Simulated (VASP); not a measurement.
# A VASP study of MnGa4 (optB86b-vdW): structure first, properties next, part 6 of 8

Wanted: the relaxed cell of MnGa4 and its properties. The start is a computed cell from the Materials Project.

VASP 6.6.1, plane waves and PAW; the level of theory is named at each step.

Still holding for the runs below: The magnetic order is the lowest of the few collinear ones that converged above; longer or canted patterns were not tried. The cell is doubled for it, so bands and modes from the zone boundary of the chemical cell fold onto Γ and the labels are those of the larger cell.

So far. Step 8 (Band structure (optB86b-vdW)): There is no gap at this level. Step 9 (Density of states (optB86b-vdW)): The finer mesh and the other smearing move the Fermi level by +0.04 eV from the 7×7×7 run, a small shift, which tests the Fermi level alone. Of the states within 0.3 eV of the Fermi level, the largest shares in the PAW spheres are Mn d 40 % and Ga p 25 %. The rest lies in smaller channels or between the spheres. The relaxed cell has a = 5.544 Å (conventional setting).

### 10. Vibrations at Γ (optB86b-vdW)

Level of this step: optB86b-vdW, spin-polarised from an antiferromagnetic start; plane waves and PAW (Mn_pv, Ga_d) (VASP).

Zone-centre modes test whether the atoms sit at a minimum within this cell. IBRION = 6 takes the force constants from differences of forces between displaced cells, so the forces must be tight.

The input, INCAR:

```
SYSTEM = MnGa4
PREC = Accurate
ENCUT = 400
EDIFF = 1E-08
NELM = 100
ISMEAR = 1
SIGMA = 0.2
LREAL = .FALSE.
ALGO = Normal
GGA = MK
AGGAC = 0
LUSE_VDW = .TRUE.
PARAM1 = 0.1234
PARAM2 = 1
LASPH = .TRUE.
NBANDS = 85
ISPIN = 2
MAGMOM = 1.055 -1.055 0 0 0 0 0 0 0 0
LMAXMIX = 4
LORBIT = 11
LWAVE = .FALSE.
LCHARG = .FALSE.
KPAR = 8
IBRION = 6
NFREE = 2
POTIM = 0.015
ISIF = 2
NSW = 1
```

The input, POSCAR:

```
MnGa4
1.0
   -5.5437287800      5.5437287800      5.5437287800
    0.0000000000      0.0000000000      5.5437287800
    0.0000000000      5.5437287800      0.0000000000
Mn Ga
2 8
Direct
    0.0000000000      0.0000000000      0.0000000000
    0.5000000000      0.0000000000      0.0000000000
    0.7500000000      0.0000000000      0.5000000000
    0.2500000000      0.0000000000      0.5000000000
    0.7500000000      0.5000000000      0.0000000000
    0.2500000000      0.5000000000      0.0000000000
    0.2500000000      0.0000000000      0.0000000000
    0.7500000000      0.0000000000      0.0000000000
    0.7500000000      0.5000000000      0.5000000000
    0.2500000000      0.5000000000      0.5000000000
```

The input, KPOINTS:

```
Automatic mesh
0
Gamma
8 8 8
0 0 0
```

PAW data sets: Mn_pv and Ga_d (PBE family, release 64).

Run with:

```bash
> mpirun -np 8 vasp_std
```

The log of the run:

```text
[... set-up lines as in an earlier step ...]
 entering main loop
       N       E                     dE             d eps       ncg     rms          rms(c)
DAV:   1     0.134497054706E+04    0.13450E+04   -0.49852E+04 12817   0.249E+03
DAV:   2     0.235235443296E+03   -0.11097E+04   -0.10581E+04 11900   0.678E+02
DAV:   3     0.351630800433E+01   -0.23172E+03   -0.21842E+03 13347   0.217E+02
DAV:   4    -0.126427330267E+02   -0.16159E+02   -0.15832E+02 13869   0.605E+01
DAV:   5    -0.132061796353E+02   -0.56345E+00   -0.56199E+00 15003   0.122E+01    0.178E+01
DAV:   6    -0.190676287428E+02   -0.58614E+01   -0.31265E+01 12824   0.277E+01    0.306E+01
DAV:   7    -0.107596360894E+02    0.83080E+01   -0.20102E+01 12568   0.258E+01    0.708E+00
DAV:   8    -0.103709482565E+02    0.38869E+00   -0.18283E+00 13702   0.586E+00    0.264E+00
DAV:   9    -0.103721242905E+02   -0.11760E-02   -0.18529E-01 13952   0.194E+00    0.145E+00
DAV:  10    -0.103805522118E+02   -0.84279E-02   -0.43353E-02 14802   0.110E+00    0.561E-01
DAV:  11    -0.103851577317E+02   -0.46055E-02   -0.11659E-02 13660   0.611E-01    0.193E-01
DAV:  12    -0.103855064406E+02   -0.34871E-03   -0.23308E-03 14728   0.197E-01    0.971E-02
DAV:  13    -0.103855106531E+02   -0.42126E-05   -0.13641E-04 14890   0.573E-02    0.366E-02
DAV:  14    -0.103855238452E+02   -0.13192E-04   -0.32392E-05 14999   0.289E-02    0.153E-02
DAV:  15    -0.103855269843E+02   -0.31391E-05   -0.77543E-06 13619   0.129E-02    0.412E-03
DAV:  16    -0.103855266925E+02    0.29180E-06   -0.48582E-07 14909   0.270E-03    0.183E-03
DAV:  17    -0.103855265427E+02    0.14978E-06   -0.85768E-08 10432   0.131E-03    0.892E-04
DAV:  18    -0.103855265097E+02    0.33066E-07   -0.18109E-08  9591   0.608E-04    0.430E-04
DAV:  19    -0.103855264911E+02    0.18550E-07   -0.24225E-09  6843   0.290E-04    0.144E-04
DAV:  20    -0.103855264922E+02   -0.11169E-08   -0.14594E-09  6840   0.237E-04
   1 F= -.10385526E+02 E0= -.10392501E+02  d E =0.209237E-01  mag=    -0.0000
 Found     2 degrees of freedom:
 Finite differences POTIM= 0.01500 DOF=   2
 bond charge predicted
       N       E                     dE             d eps       ncg     rms          rms(c)
DAV:   1    -0.103513578355E+02    0.34169E-01   -0.11094E+00 42471   0.904E+00    0.564E-01
DAV:   2    -0.103830314475E+02   -0.31674E-01   -0.31256E-01 30546   0.151E+00    0.295E-01
DAV:   3    -0.103847279896E+02   -0.16965E-02   -0.12840E-02 31647   0.452E-01    0.421E-01
DAV:   4    -0.103839084365E+02    0.81955E-03   -0.16438E-03 28450   0.262E-01    0.182E-01
DAV:   5    -0.103838520725E+02    0.56364E-04   -0.20232E-04 41149   0.964E-02    0.155E-01
DAV:   6    -0.103837602306E+02    0.91842E-04   -0.12464E-04 37491   0.960E-02    0.110E-01
DAV:   7    -0.103836990915E+02    0.61139E-04   -0.74672E-05 38904   0.788E-02    0.303E-02
DAV:   8    -0.103836987120E+02    0.37945E-06   -0.45909E-05 30029   0.318E-02    0.918E-03
DAV:   9    -0.103836989284E+02   -0.21640E-06   -0.24991E-06 28794   0.110E-02    0.702E-03
DAV:  10    -0.103836990018E+02   -0.73356E-07   -0.36565E-07 30133   0.825E-03    0.186E-03
DAV:  11    -0.103836990068E+02   -0.49731E-08   -0.10088E-07 29395   0.452E-03    0.521E-04
DAV:  12    -0.103836990103E+02   -0.35834E-08   -0.41605E-08 24452   0.136E-03
   2 F= -.10383699E+02 E0= -.10390672E+02  d E =0.209199E-01  mag=    -0.0000
[...]
3 F= -.10383699E+02 E0= -.10390672E+02  d E =0.209197E-01  mag=    -0.0000
[...]
4 F= -.10384708E+02 E0= -.10391681E+02  d E =0.209176E-01  mag=    -0.0002
 Finite differences progress:
  Degree of freedom:   2/  2
  Displacement:        1/  2
  Total:               3/  4
 bond charge predicted
       N       E                     dE             d eps       ncg     rms          rms(c)
DAV:   1    -0.103798844311E+02    0.48237E-02   -0.20649E+00 51313   0.483E+00    0.193E-01
DAV:   2    -0.103922800376E+02   -0.12396E-01   -0.59638E-02 71116   0.144E+00    0.115E+00
DAV:   3    -0.103846825292E+02    0.75975E-02   -0.83045E-03 55689   0.673E-01    0.704E-02
DAV:   4    -0.103847126755E+02   -0.30146E-04   -0.51536E-04 75565   0.101E-01    0.415E-02
DAV:   5    -0.103847295471E+02   -0.16872E-04   -0.11196E-04 56521   0.631E-02    0.550E-02
DAV:   6    -0.103847083301E+02    0.21217E-04   -0.39320E-05 74137   0.467E-02    0.134E-02
DAV:   7    -0.103847079391E+02    0.39099E-06   -0.52078E-06 75759   0.148E-02    0.294E-03
DAV:   8    -0.103847081113E+02   -0.17215E-06   -0.87555E-07 60609   0.477E-03    0.176E-03
DAV:   9    -0.103847081927E+02   -0.81458E-07   -0.76812E-08 54315   0.478E-03    0.590E-04
DAV:  10    -0.103847081602E+02    0.32502E-07   -0.29019E-08 44900   0.195E-03    0.200E-04
DAV:  11    -0.103847081520E+02    0.82255E-08   -0.83924E-09 29265   0.823E-04
   5 F= -.10384708E+02 E0= -.10391681E+02  d E =0.209176E-01  mag=     0.0002
 Finite differences progress:
  Degree of freedom:   2/  2
  Displacement:        2/  2
  Total:               4/  4
```

It took 20 min on 8 MPI ranks of AMD EPYC 9R45, shared host; peak memory 25 GiB; 2.6 h of CPU time.

Parts of OUTCAR (step 10):

```text
   k-points           NKPTS =     35   k-points in BZ     NKDIM =     35   number of bands    NBANDS=     85

   NELECT =     130.0000    total number of electrons

 E-fermi :   6.1696

 spin component 1
 k-point     1 :       0.0000    0.0000    0.0000
  band No.  band energies     occupation
    ...
     63       4.8218      1.00000
     64       4.8219      1.00000
     65       5.0556      1.00000
     66       5.0557      1.00000
     67       5.0559      1.00000
     68       6.4472     -0.03221
     69       6.4473     -0.03219
     70       7.6216     -0.00000
     71       7.6233     -0.00000
     72       7.6242     -0.00000
    ...

 k-point     2 :       0.1250    0.0000    0.0000
  band No.  band energies     occupation
    ...
     63       4.3640      1.00000
     64       4.8381      1.00000
     65       5.2966      1.00000
     66       5.2967      1.00000
     67       5.3278      1.00000
     68       6.4728     -0.02694
     69       6.4849     -0.02416
     70       7.5880     -0.00000
     71       7.8674     -0.00000
     72       7.8679     -0.00000
    ...

Total vdW correction in eV:     25.3834139

  Total        0.0064237      0.0053919      0.0053919      0.0008851     -0.0023496     -0.0008851
  in kB        0.0604075      0.0507043      0.0507043      0.0083229     -0.0220955     -0.0083231
  external PRESSURE =       0.0539387 kB  Pullay stress =       0.0000000 kB

 POSITION                                       TOTAL-FORCE (eV/Angst)
 -----------------------------------------------------------------------------------
      0.00000      0.00000      0.00000        -0.029327     -0.022096      0.022096
     -2.77186      2.77186      2.77186        -0.028539     -0.020894      0.020894
     -4.17280      6.92966      4.15780         0.109945      0.051032     -0.051032
     -1.38593      4.15780      1.38593        -0.003639     -0.001620      0.001620
     -4.15780      4.15780      6.92966         0.003230      0.000863     -0.000863
     -1.38593      1.38593      4.15780        -0.051339      0.002829     -0.002829
     -1.38593      1.38593      1.38593        -0.005421     -0.000856      0.004430
     -4.15780      4.15780      4.15780         0.005254     -0.002826      0.002003
     -4.15780      6.92966      6.92966         0.005254     -0.002003      0.002826
     -1.38593      4.15780      4.15780        -0.005421     -0.004430      0.000856
 -----------------------------------------------------------------------------------
    total drift:                               -0.000582      0.000022      0.000021

  FREE ENERGIE OF THE ION-ELECTRON SYSTEM (eV)
  ---------------------------------------------------
  free  energy   TOTEN  =       -10.3847081520 eV

  energy  without entropy=      -10.4056257456  energy(sigma->0) =      -10.39168068

Total vdW correction in eV:     25.3834161

 Eigenvectors and eigenvalues of the dynamical matrix
 ----------------------------------------------------

   1 f  =   10.238518 THz    64.330504 2PiTHz  341.520188 cm-1    42.343088 meV
             X         Y         Z           dx          dy          dz
      0.000000  0.000000  0.000000     0.031171    0.159189   -0.517308
     -2.771864  2.771864  2.771864     0.031171    0.159189   -0.517308
     -4.157797  6.929661  4.157797    -0.176749   -0.173017    0.162576
     -1.385932  4.157797  1.385932    -0.176749   -0.173017    0.162576
     -4.157797  4.157797  6.929661     0.162915   -0.157366    0.146926
     -1.385932  1.385932  4.157797     0.162915   -0.157366    0.146926
     -1.385932  1.385932  1.385932    -0.096821    0.102371    0.082649
     -4.157797  4.157797  4.157797    -0.096821    0.102371    0.082649
     -4.157797  6.929661  6.929661     0.082988    0.086720    0.066998
     -1.385932  4.157797  4.157797     0.082988    0.086720    0.066998

   2 f  =   10.238518 THz    64.330504 2PiTHz  341.520188 cm-1    42.343088 meV
[...]
-1.385932  4.157797  1.385932     0.000000    0.000000   -0.000000
     -4.157797  4.157797  6.929661    -0.000000   -0.000000   -0.000000
     -1.385932  1.385932  4.157797    -0.000000    0.000000   -0.000000
     -1.385932  1.385932  1.385932    -0.000000    0.000000    0.000000
     -4.157797  4.157797  4.157797     0.000000   -0.000000   -0.000000
     -4.157797  6.929661  6.929661     0.000000    0.000000    0.000000
     -1.385932  4.157797  4.157797    -0.000000   -0.000000   -0.000000

   7 f  =    8.476417 THz    53.258899 2PiTHz  282.742837 cm-1    35.055628 meV
             X         Y         Z           dx          dy          dz
      0.000000  0.000000  0.000000     0.000000    0.000000    0.000000
     -2.771864  2.771864  2.771864    -0.000000   -0.000000    0.000000
     -4.157797  6.929661  4.157797     0.204124    0.204124   -0.204124
     -1.385932  4.157797  1.385932    -0.204124   -0.204124    0.204124
     -4.157797  4.157797  6.929661     0.204124   -0.204124    0.204124
     -1.385932  1.385932  4.157797    -0.204124    0.204124   -0.204124
     -1.385932  1.385932  1.385932    -0.204124    0.204124    0.204124
     -4.157797  4.157797  4.157797     0.204124   -0.204124   -0.204124
     -4.157797  6.929661  6.929661     0.204124    0.204124    0.204124
     -1.385932  4.157797  4.157797    -0.204124   -0.204124   -0.204124

   8 f  =    6.865577 THz    43.137690 2PiTHz  229.010986 cm-1    28.393731 meV
             X         Y         Z           dx          dy          dz
      0.000000  0.000000  0.000000    -0.000000    0.000000   -0.000000
     -2.771864  2.771864  2.771864    -0.000000    0.000000   -0.000000
     -4.157797  6.929661  4.157797    -0.095831    0.082871    0.004441
     -1.385932  4.157797  1.385932     0.095831   -0.082871   -0.004441
     -4.157797  4.157797  6.929661    -0.307885    0.304023   -0.216711
     -1.385932  1.385932  4.157797     0.307885   -0.304023    0.216711
     -1.385932  1.385932  1.385932    -0.307624    0.303761    0.216234
     -4.157797  4.157797  4.157797     0.307624   -0.303761   -0.216234
     -4.157797  6.929661  6.929661     0.096092   -0.082610    0.004918
     -1.385932  4.157797  4.157797    -0.096092    0.082610   -0.004918

   9 f  =    6.865577 THz    43.137690 2PiTHz  229.010986 cm-1    28.393731 meV
             X         Y         Z           dx          dy          dz
      0.000000  0.000000  0.000000    -0.000000   -0.000000    0.000000
     -2.771864  2.771864  2.771864    -0.000000    0.000000    0.000000
     -4.157797  6.929661  4.157797     0.080146    0.082765    0.072711
     -1.385932  4.157797  1.385932    -0.080146   -0.082765   -0.072711
     -4.157797  4.157797  6.929661     0.170037   -0.054283    0.209759
     -1.385932  1.385932  4.157797    -0.170037    0.054283   -0.209759
     -1.385932  1.385932  1.385932    -0.063246    0.179000    0.216103
     -4.157797  4.157797  4.157797     0.063246   -0.179000   -0.216103
     -4.157797  6.929661  6.929661    -0.313429   -0.316048   -0.353151
     -1.385932  4.157797  4.157797     0.313429    0.316048    0.353151
    [... 270 further lines ...]
     -4.157797  4.157797  4.157797     0.308498   -0.088102   -0.039455
     -4.157797  6.929661  6.929661     0.308341   -0.087723   -0.039075
     -1.385932  4.157797  4.157797     0.308341   -0.087723   -0.039075

 ELASTIC MODULI CONTR FROM IONIC RELAXATION (kBar)
 Direction    XX          YY          ZZ          XY          YZ          ZX
 --------------------------------------------------------------------------------
 XX           0.0000      0.0000      0.0000      0.0000      0.0000      0.0000
 YY           0.0000      0.0000      0.0000      0.0000      0.0000      0.0000
 ZZ           0.0000      0.0000      0.0000      0.0000      0.0000      0.0000
 XY           0.0000      0.0000      0.0000      0.0000      0.0000      0.0000
 YZ           0.0000      0.0000      0.0000      0.0000      0.0000      0.0000
 ZX           0.0000      0.0000      0.0000      0.0000      0.0000      0.0000
 --------------------------------------------------------------------------------

 magnetization (x)
# of ion       s       p       d       tot
------------------------------------------
    1        0.011   0.017   1.074   1.103
    2       -0.011  -0.017  -1.074  -1.103
    3        0.000   0.000   0.000   0.000
    4        0.000   0.000   0.000   0.000
    5        0.000   0.000   0.000   0.000
    6        0.000   0.000   0.000   0.000
    7        0.000   0.000   0.000   0.000
    8        0.000   0.000   0.000   0.000
    9        0.000   0.000   0.000   0.000
   10        0.000   0.000   0.000   0.000
--------------------------------------------------
tot          0.000   0.000   0.000   0.000

[... 6 parts as in an earlier step ...]

[... 15 further parts left out ...]
```

The last energy, forces, stress and levels in OUTCAR belong to the last displaced cell, not to the cell of POSCAR.

Numbers from this step:

- bands: 85
- irreducible k-points: 35
- pressure of the cell: 0.003943 GPa
- largest force of the cell: 0 eV/Å

Modes at Γ, with each element's share of the kinetic energy:

```
mode  frequency (cm⁻¹)  Mn %  Ga %
   1              -0.2    16    84
   2              -0.2    16    84
   3              -0.2    16    84
   4              45.0     0   100
   5              45.0     0   100
   6              45.0     0   100
   7              50.9     0   100
   8              50.9     0   100
   9             119.6     0   100
  10             119.6     0   100
  11             119.6     0   100
  12             153.9     0   100
  13             153.9     0   100
  14             153.9     0   100
  15             176.8    25    75
  16             176.8    25    75
  17             176.8    25    75
  18             184.2     0   100
  19             184.2     0   100
  20             201.0     0   100
  21             229.0     0   100
  22             229.0     0   100
  23             229.0     0   100
  24             282.7     0   100
  25             291.2   100     0
  26             291.2   100     0
  27             291.2   100     0
  28             341.5    59    41
  29             341.5    59    41
  30             341.5    59    41
```

Displacements in mode 5 (45.0 cm⁻¹), the largest set to 1:
```
Mn1  0.00  0.00  0.00
Mn2  0.00  0.00  0.00
Ga3  0.81 -0.25  0.57
Ga4 -0.81  0.25 -0.57
Ga5 -0.81 -1.00 -0.19
Ga6  0.81  1.00  0.19
Ga7  0.43  0.25  0.19
Ga8 -0.43 -0.25 -0.19
Ga9  0.43 -1.00  0.57
Ga10-0.43  1.00 -0.57
```

Displacements in mode 21 (229.0 cm⁻¹), the largest set to 1:
```
Mn1  0.00  0.00  0.00
Mn2  0.00  0.00  0.00
Ga3  0.96  0.96 -1.00
Ga4 -0.96 -0.96  1.00
Ga5 -0.10  0.50 -0.53
Ga6  0.10 -0.50  0.53
Ga7  0.47 -0.08 -0.51
Ga8 -0.47  0.08  0.51
Ga9 -0.38 -0.39  0.05
Ga10 0.38  0.39 -0.05
```

The three acoustic modes lie within 0.2 cm⁻¹ of zero, and all others are real.

(Part 6 of 8 ends here.)

[Lines on the potential files, build, host, timing and source positions are cut from VASP's logs without a mark.]

[Logs are printed without paths, hosts, clocks, repeated set-up lines and the standing remarks that a program may print on its own settings, such as how far it seeks lower states.]

[Hosts, paths, dates, database ids (printed as entryN), source tags and the programs' standing remarks are cut or masked in the printed files.]

[A measured line is paired with the nearest computed mode of its activity, which favours agreement.]
